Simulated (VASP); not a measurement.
Wanted: the native input for a VASP 6.6.1 run.

| Quantity | Value |
| --- | --- |
| Task | single point |
| Functional | LDA |
| Potentials or basis | VASP PAW LDA potentials, release 64 (O, H, Ca_sv, Cl) |
| Cutoff | 520 eV |
| k mesh | 1 × 1 × 1 |
| Occupations | fermi-dirac, width 0.02 eV |
| Spin | no spin polarisation |
| Dipole correction | no |
| Further INCAR settings | LREAL = Auto; ALGO = Normal; EDIFF = 1e-06; NBANDS = 52 |

The structure of CaH12Cl2O6 lies in POSCAR:

```
CaH12Cl2O6
1.0
    6.8384790000      0.0000000000      0.0000000000
    0.0000000000      6.8384790000      0.0000000000
    0.0000000000      0.0000000000      6.8384790000
O H Ca Cl
6 12 1 2
Direct
    0.0529942404      0.8878143809      0.7025100172
    0.4118898369      0.7353535779      0.8812778397
    0.1122471825      0.3328664166      1.0088208211
    0.7808607733      0.3931283550      0.9321224793
    0.4328155428      0.4384893190      0.2896842997
    0.8824623136      0.8399382377      0.0441472439
    0.1568623666      0.9736521820      0.6520017097
    0.0512102179      0.7895176691      0.5921638423
    0.4317919233      0.8519438314      0.8066852293
    0.3060475875      0.6672828856      0.8192465020
    0.0395555795      0.2311625144      1.0778420172
    0.2278576859      0.2702940230      0.9257906619
    0.7043086628      0.2903423407      0.8451733200
    0.9282765948      0.3788269292      0.9161686393
    0.2905763109      0.4716838350      0.2784829785
    0.4577187413      0.3895018176      0.4287064419
    0.9530189389      0.8443836707     -0.0787309576
    0.9683439841      0.7884355571      0.1409377729
    0.6561546800      0.6068308464      0.1085182831
    0.9343013264      0.5977498798      0.3784905971
    0.4179876841      0.1854067257      0.7265796970
```

The cell was built by a generator and needn't be a form met in nature.

These files were run (other wordings do the same):

INCAR

```
PREC = Accurate
ENCUT = 520
EDIFF = 1E-6
ISMEAR = -1
SIGMA = 0.02
LREAL = Auto
LASPH = T
NELM = 80
ALGO = Normal
ISIF = 2
LWAVE = F
LCHARG = F
NBANDS = 52
```

KPOINTS

```
regular mesh
0
Gamma
  1 1 1
```

Potentials or basis: VASP PAW LDA potentials, release 64 (O, H, Ca_sv, Cl).

Run with:

```sh
$ cat potpaw_LDA.64/O/POTCAR potpaw_LDA.64/H/POTCAR potpaw_LDA.64/Ca_sv/POTCAR potpaw_LDA.64/Cl/POTCAR > POTCAR
$ mpirun -np 1 vasp_gam > vasp.out
```

It gave:

The pressure is -0.3 GPa. The largest force is 3.538 eV/Å. The band gap on the k mesh is 4.30 eV, direct.

Wall time 44 s on 1 thread of Intel(R) Xeon(R) Platinum 8559C (Emerald Rapids), with other jobs on the host, peak memory 0.28 GiB.
